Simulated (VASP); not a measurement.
These are PBE GGA + U (Dudarev), VASP's PBE PAW potentials (set 64) (plane waves; VASP) values and carry that method's errors.

VASP ran on this input.

**INCAR**
```
SYSTEM = Ni3Si
PREC = Accurate
ENCUT = 400
EDIFF = 1E-6
NELM = 100
ALGO = Normal
LREAL = .FALSE.
LASPH = .TRUE.
ISMEAR = 1
SIGMA = 0.1
GGA = PE
LMAXMIX = 4
LWAVE = .FALSE.
LCHARG = .FALSE.
ISIF = 2
LDAU = .TRUE.
LDAUTYPE = 2
LDAUL = -1 2
LDAUU = 0 2.0
LDAUJ = 0 0
LDAUPRINT = 1
LORBIT = 10
```

**POSCAR**
```
Ni3Si
7.16040
  0.5000000000   0.0000000000   0.0000000000
  0.0000000000   0.5000000000   0.0000000000
  0.0000000000   0.0000000000   0.5000000000
Si Ni
1 3
Cart
  0.0000000000   0.0000000000   0.0000000000
  0.0000000000   0.2500000000   0.2500000000
  0.2500000000   0.0000000000   0.2500000000
  0.2500000000   0.2500000000   0.0000000000
```

File KPOINTS:
```
Automatic mesh
0
Gamma
8 8 8
0 0 0
```

POTCAR, in this order: Si Ni (PBE.64 set). Program: vasp_std.

**Question.** Predict the energy per atom (σ→0), pressure, band gap (on the k-mesh).

**Answer.** 
```yaml
energy per atom (σ→0): -4.918 eV/atom
band gap (on the k-mesh): none (metal, semimetal or under 0.01 eV)
pressure: -15.52 GPa
```

OSZICAR:
```
...
DAV:   7    -0.197065529624E+02    0.29635E+01   -0.12881E+01  1623   0.600E+01    0.344E+00
DAV:   8    -0.196814774849E+02    0.25075E-01   -0.57298E-01  1508   0.540E+00    0.120E+00
DAV:   9    -0.196716592054E+02    0.98183E-02   -0.24584E-02  1938   0.219E+00    0.548E-01
DAV:  10    -0.196699072095E+02    0.17520E-02   -0.28624E-03  1974   0.408E-01    0.238E-01
DAV:  11    -0.196696628729E+02    0.24434E-03   -0.85272E-04  2210   0.325E-01    0.575E-02
DAV:  12    -0.196696450536E+02    0.17819E-04   -0.15147E-04  1605   0.156E-01    0.138E-02
DAV:  13    -0.196696450097E+02    0.43860E-07   -0.91721E-06  1585   0.209E-02
   1 F= -.19669645E+02 E0= -.19670126E+02  d E =0.144442E-02
```

The compound is Ni3Si in the L1_2 structure. The cell was not relaxed at this level. The run is one of a series of settings (LDAU = .TRUE., LDAUJ = 0 0, LDAUL = -1 2, LDAUTYPE = 2, LDAUU = 0 2.0 against the base run), some of them coarse on purpose. The run is not spin-polarised, so no magnetic state was tried.
